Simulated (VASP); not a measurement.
Input:

```yaml
crystal:
  lattice:
    - [0.00000, 3.07996, 3.07996]
    - [3.07996, 0.00000, 3.07996]
    - [12.35758, 12.35758, -0.03772]
  atoms:
    - { symbol: Zn, position: [0.98840, 0.98840, 0.00870] }
    - { symbol: Zn, position: [0.99956, 0.99956, 0.25033] }
    - { symbol: Zn, position: [0.00968, 0.00968, 0.49274] }
    - { symbol: Te, position: [0.24428, 0.24428, 0.06679] }
    - { symbol: Te, position: [0.25487, 0.25487, 0.30884] }
    - { symbol: Te, position: [0.26522, 0.26522, 0.55109] }
    - { symbol: Te, position: [0.23306, 0.23306, 0.82521] }
    - { symbol: Cd, position: [0.00493, 0.00493, 0.74630] }
```

All values below come from PBEsol GGA, VASP's PBE PAW potentials (set 64) (plane waves; VASP). Run with 400 eV cut-off, Gaussian smearing of 0.050 eV, potentials Zn Te Cd.

Unless said otherwise, spin-orbit coupling is left out, though it shifts the bands of the heavy elements here.

### Question
Give the energies of bands 27 to 40 at the high-symmetry points, in eV from the valence-band maximum.

### Answer

```csv
band,Γ,T,H2,L,S0,F
27,-3.19,-1.57,-4.98,-5.00,-4.98,-4.89
28,-1.09,-1.47,-4.43,-4.54,-4.43,-4.47
29,-1.09,-1.06,-3.30,-2.61,-3.30,-2.64
30,-0.76,-1.06,-3.22,-2.55,-3.20,-2.58
31,-0.76,-0.86,-3.09,-2.28,-3.12,-2.34
32,-0.52,-0.86,-2.77,-2.04,-2.77,-2.28
33,-0.52,-0.40,-1.95,-1.80,-2.00,-1.85
34,-0.17,-0.40,-1.91,-1.71,-1.86,-1.57
35,0.00,-0.05,-1.74,-1.34,-1.79,-1.04
36,0.00,-0.05,-1.71,-1.02,-1.67,-0.91
37,0.88,1.43,2.75,2.08,2.67,1.56
38,1.45,1.57,2.81,2.22,3.03,2.07
39,1.69,1.66,3.36,2.32,3.09,2.13
40,2.36,2.31,3.47,2.68,3.62,2.48
```

The gap is direct, 0.88 eV, from the valence maximum at Γ to the conduction minimum at Γ.

The structure was generated: CdZn3Te4 was put into an ordered model structure (R3m), which need not be its known phase. It was relaxed first.
